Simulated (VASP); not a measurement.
All values below come from PBEsol GGA, VASP's PBE PAW potentials (set 64) (plane waves; VASP).

VASP ran on this input.

**INCAR**
```
# general
SYSTEM = LiH
PREC   = Accurate
ENCUT  = 520   # plane-wave cut-off (eV)
LREAL  = .FALSE.   # projection in real space or not
LASPH  = .TRUE.   # aspherical one-centre terms

# electronic loop
EDIFF  = 1E-7   # SCF stop (eV)
NELM   = 100   # most electronic steps
ALGO   = Normal

# smearing
ISMEAR = -5

# functional
GGA    = PS   # PBEsol

# ions
ISIF   = 2

# output
LWAVE  = .FALSE.
LCHARG = .TRUE.
LORBIT = 11   # lm-projected
NEDOS  = 601   # DOS grid
```

**POSCAR**
```
LiH
2.8145220
  0.0000000000   0.7071067631   0.7071067631
  0.7071067631   0.0000000000   0.7071067631
  0.7071067631   0.7071067631   0.0000000000
Li H
1 1
Cartesian
  0.7071067631   0.7071067631   0.0000000000
  0.7071067631   0.7071067631   0.7071067631
```

File KPOINTS:
```
Regular mesh
0
G
13 13 13
```

POTCAR, in this order: Li_sv H (PBE.64 set). Program: vasp_std.

What VASP printed:

OSZICAR:
```
       N       E                     dE             d eps       ncg     rms          rms(c)
DAV:   1    -0.154983126629E+01   -0.15498E+01   -0.14208E+03  1038   0.621E+02
DAV:   2    -0.627394791352E+01   -0.47241E+01   -0.47184E+01  1464   0.662E+01
DAV:   3    -0.634445015682E+01   -0.70502E-01   -0.70502E-01  1188   0.768E+00
DAV:   4    -0.634531110250E+01   -0.86095E-03   -0.86095E-03  1404   0.692E-01
DAV:   5    -0.634531443648E+01   -0.33340E-05   -0.33340E-05  1212   0.382E-02    0.270E+00
DAV:   6    -0.617580297134E+01    0.16951E+00   -0.14727E-01  1182   0.172E+00    0.135E+00
DAV:   7    -0.611914619277E+01    0.56657E-01   -0.18473E-01  1266   0.215E+00    0.203E-01
DAV:   8    -0.612045546170E+01   -0.13093E-02   -0.54768E-03  1200   0.685E-01    0.366E-02
DAV:   9    -0.612042879706E+01    0.26665E-04   -0.21499E-04  1494   0.810E-02    0.115E-02
DAV:  10    -0.612042790914E+01    0.88791E-06   -0.56491E-06  1074   0.234E-02    0.219E-03
DAV:  11    -0.612042753109E+01    0.37805E-06   -0.38125E-07  1422   0.716E-03    0.907E-04
DAV:  12    -0.612042696877E+01    0.56232E-06   -0.25763E-08   612   0.151E-03    0.119E-03
DAV:  13    -0.612042725045E+01   -0.28168E-06   -0.17748E-08   648   0.160E-03    0.958E-05
DAV:  14    -0.612042726513E+01   -0.14682E-07   -0.14655E-09   504   0.435E-04
   1 F= -.61204273E+01 E0= -.61204273E+01  d E =0.000000E+00
```

OUTCAR:
```
------------------------ aborting loop because EDIFF is reached ----------------------------------------
  FORCE on cell =-STRESS in cart. coord.  units (eV):
  Direction    XX          YY          ZZ          XY          YZ          ZX
  --------------------------------------------------------------------------------------
  Total       -0.0186136     -0.0186136     -0.0186136      0.0000000     -0.0000000      0.0000000
  in kB       -1.8916531     -1.8916531     -1.8916531      0.0000000     -0.0000000      0.0000000
  external PRESSURE =      -1.8916531 kB  Pullay stress =       0.0000000 kB
  volume of cell :       15.77
      direct lattice vectors                 reciprocal lattice vectors
     0.000000000  1.990167541  1.990167541    -0.251235130  0.251235130  0.251235130
     1.990167541  0.000000000  1.990167541     0.251235130 -0.251235130  0.251235130
     1.990167541  1.990167541  0.000000000     0.251235130  0.251235130 -0.251235130
  FREE ENERGIE OF THE ION-ELECTRON SYSTEM (eV)
  ---------------------------------------------------
  free  energy   TOTEN  =        -6.1204272651 eV

  energy  without entropy=       -6.1204272651  energy(sigma->0) =       -6.12042727

 total charge

# of ion       s       p       d       tot
------------------------------------------
    1        2.022   0.071   0.000   2.093
    2        0.533   0.002   0.000   0.535
--------------------------------------------------
tot          2.555   0.073   0.000   2.628
```
(Selected blocks of OUTCAR.)

The structure comes from a measured LiH entry (Fm-3m) of the Crystallography Open Database, whose conditions weren't checked. It was relaxed first, which changed the volume by -7 %.
